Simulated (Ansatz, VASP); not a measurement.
# BiB: VASP beside Ansatz, part 2 of 2

Aim: how closely do two programs agree when they are given the same cell, functional and k mesh? The cell is generated by rule, not measured, and may not be a known phase. The cell is taken from a series of runs on this material, whose earlier steps may have relaxed, scaled, displaced or heated it; both programs get it as it stands.

VASP 6.6.1 and Ansatz 0.2.0.

So far: The structure; Ansatz: relaxation of cell and atoms, LDA, pair 1; VASP: relaxation of cell and atoms, LDA, pair 1; Comparison.

### 5. VASP: relaxation of cell and atoms, LDA, pair 2

Level of this step: LDA; plane waves and PAW (B, Bi_d); invented cell (VASP).

The relaxed volume is the usual yardstick between codes: in a stiff, nearly cubic crystal its relative difference is about their pressure difference at one cell divided by the bulk modulus.

Input file INCAR:

```
SYSTEM = BiB
PREC = Accurate
ENCUT = 500
EDIFF = 1E-07
NELM = 120
ISMEAR = 0
SIGMA = 0.1
LREAL = .FALSE.
ALGO = Normal
GGA = PW92
NBANDS = 24
LORBIT = 11
LWAVE = .FALSE.
LCHARG = .FALSE.
ISIF = 3
IBRION = 2
NSW = 80
EDIFFG = -0.005
LASPH = .TRUE.
GGA_COMPAT = .FALSE.
NELMIN = 4
KPAR = 2
```

Input file POSCAR:

```
BiB
1.0
    4.1788710000     -0.0000030000      0.0000000000
   -2.0894330000      3.6190100000      0.0000000000
    0.0000000000      0.0000000000      5.2973190000
B Bi
2 2
Direct
    0.3333331155      0.6666665073      0.2500000000
    0.6666664489      0.3333331739      0.7500000000
    0.6666664489      0.3333331739      0.2500000000
    0.3333331155      0.6666665073      0.7500000000
```

Input file KPOINTS:

```
Automatic mesh
0
Gamma
12 12 8
0 0 0
```

PAW data sets: B and Bi_d (LDA family, release 64).

Launch:

```console
> mpirun -np 2 vasp_std
```

Numbers of over 12 decimals in the logs are rounded to 6 here.

The log of the run:

```text
[banner, memory and clock lines left out]
running    2 mpi-ranks, on    1 nodes
[...]
[... a notice as in an earlier step ...]

 LDA part: xc-table for (Slater(with rela. corr.)+PW92), standard interpolation
 POSCAR, INCAR and KPOINTS ok, starting setup
[...]
entering main loop
       N       E                     dE             d eps       ncg     rms          rms(c)
DAV:   1     0.346007984896E+03    0.34601E+03   -0.18585E+04  4568   0.172E+03
DAV:   2     0.993150957365E+01   -0.33608E+03   -0.32968E+03  4800   0.454E+02
DAV:   3    -0.194947121254E+02   -0.29426E+02   -0.29025E+02  5848   0.147E+02
DAV:   4    -0.204208670250E+02   -0.92615E+00   -0.92525E+00  5504   0.291E+01
[...]
DAV:  11    -0.192452657770E+02    0.21421E-05   -0.10968E-04  6384   0.801E-02    0.689E-03
DAV:  12    -0.192452648962E+02    0.88078E-06   -0.84598E-06  5696   0.161E-02    0.119E-03
DAV:  13    -0.192452649396E+02   -0.43416E-07   -0.31068E-07  4952   0.438E-03
   1 F= -.19245265E+02 E0= -.19241279E+02  d E =-.192453E+02
[... from here on, the cycles between the ionic steps are left out ...]
   2 F= -.19247329E+02 E0= -.19243402E+02  d E =-.206447E-02
   3 F= -.19247393E+02 E0= -.19243372E+02  d E =-.212839E-02
   4 F= -.19247396E+02 E0= -.19243348E+02  d E =-.213098E-02
[...]
reached required accuracy - stopping structural energy minimisation
```

OUTCAR, selected parts (step 5):

```text
  Total        0.0115372      0.0115372      0.0177463     -0.0000000      0.0000000      0.0000000
  in kB        0.2310655      0.2310655      0.3554200     -0.0000000      0.0000000      0.0000000
  external PRESSURE =       0.2725170 kB  Pullay stress =       0.0000000 kB

 POSITION                                       TOTAL-FORCE (eV/Angst)
 -----------------------------------------------------------------------------------
      0.00000      2.40379      1.33221         0.000000      0.000000      0.000000
      2.08174      1.20189      3.99664         0.000000     -0.000000      0.000000
      2.08174      1.20189      1.33221        -0.000000      0.000000      0.000000
      0.00000      2.40379      3.99664         0.000000     -0.000000      0.000000
 -----------------------------------------------------------------------------------
    total drift:                                0.001141      0.001145     -0.000002

  FREE ENERGIE OF THE ION-ELECTRON SYSTEM (eV)
  ---------------------------------------------------
  free  energy   TOTEN  =       -19.2473959218 eV

  energy  without entropy=      -19.2392991175  energy(sigma->0) =      -19.24334752

[... 2 parts as in an earlier step ...]

[... 2 further parts left out ...]
[key lines of the parts left out:]
E-fermi :   6.9495
```

### 6. Ansatz: relaxation of cell and atoms, LDA, pair 2

The same cell, functional (in two slightly different forms), mesh and smearing now go to Ansatz, which takes its cutoff from its data sets.

The cell is taken from a series of runs on this material, whose earlier steps may have relaxed, scaled, displaced or heated it; both programs get it as it stands.

Input file input.yaml:

```yaml
crystal:
  lattice:
    - [4.1788712124, -2.9117e-06, 0.0]
    - [-2.0894330846, 3.6190100849, 0.0]
    - [0.0, 0.0, 5.297318732]
  atoms:
    - { symbol: B, position: [0.3333333333, 0.6666666667, 0.25] }
    - { symbol: B, position: [0.6666666667, 0.3333333333, 0.75] }
    - { symbol: Bi, position: [0.6666666667, 0.3333333333, 0.25] }
    - { symbol: Bi, position: [0.3333333333, 0.6666666667, 0.75] }
kpoints:
  mp_grid: { grid: [12, 12, 8] }
hamiltonian:
  xc: lda
scf:
  occupations: { method: gaussian, width: 0.1 }
output:
  forces: true
  stress: true
  eigenvalues: true
  write_density: true
  write_potential: true
  elf: true
  volumetric_format: npy
relax:
  adjacent_minimum: "off"
  f_tol: 0.005
  max_steps: 80
  cell: { stress_tol: 0.05 }
```

Launch:

```console
> ansatz run input.yaml --threads 4 --pin off --max-ram 7168MiB --backend cpu --events-out ev --progress --plain --runs-dir out
```

The log of the run:

```text
[...]
Crystal: 4 atoms, lattice volume = 80.113 Å³
Basis set: ecut = 420 eV, 1547 PW (Γ)
Bands: 22, of which v1, the nominal top of the filled ones, is band 18 counted from 1 (17 counted from 0)
Symmetry: 24 space group operations
[...]
k-points: 95 of 1152
[...]
cell:  # Å, volume = 79.9963 Å³
    - [4.164292, -2.9015381284687717e-6, 0]
    - [-2.082143, 3.606384, -1.3756263531841255e-19]
    - [0, -2.0135703073421885e-19, 5.326682]
  atoms:
    - { symbol: B, position: [0.333333, 0.666667, 0.25] }
    - { symbol: B, position: [0.666667, 0.333333, 0.75] }
    - { symbol: Bi, position: [0.666667, 0.333333, 0.25] }
    - { symbol: Bi, position: [0.333333, 0.666667, 0.75] }
[key lines of the parts left out:]
SCF converged after 4 iterations
Free energy (F): -24466.456552 eV
Fermi energy:    10.354446 eV
P = ⅓ Tr σ = 0.0031 GPa (0.031 kbar)
```

### 7. Comparison

The two programs side by side:

| quantity | Ansatz | VASP | difference |
| --- | --- | --- | --- |
| volume (Å³) | 80.00 | 80.00 | +0.00 % |
| edge a after relaxation, in the typed setting (Å) | 4.164 | 4.163 | +0.02 % |
| edge c after relaxation, in the typed setting (Å) | 5.327 | 5.329 | -0.04 % |

### 8. What came out

```yaml
difference_in_volume_relaxation_of_cell_and_atoms_lda_pair_1: -0.044 %
difference_in_edge_c_after_relaxation_in_the_typed_setting_relaxation_of_cell_and_atoms_lda_pair_2: -0.041 %
```

**Reading.** The difference in volume is -0.044 % (relaxation of cell and atoms, LDA, pair 1), within the 1.2 % picked in this series as the mark of a large difference, as far as the stopping tolerances let one tell. 1 further run of this series is not shown here. How closely two codes agree says nothing of how well the functional describes the real material.

[Lines on the potential files, build, host, timing and source positions are cut from VASP's logs without a mark.]

[Logs are printed without paths, hosts, clocks, repeated set-up lines and the standing remarks that a program may print on its own settings, such as how far it seeks lower states.]

[Hosts, paths, dates, database ids (printed as entryN), source tags and the programs' standing remarks are cut or masked in the printed files.]
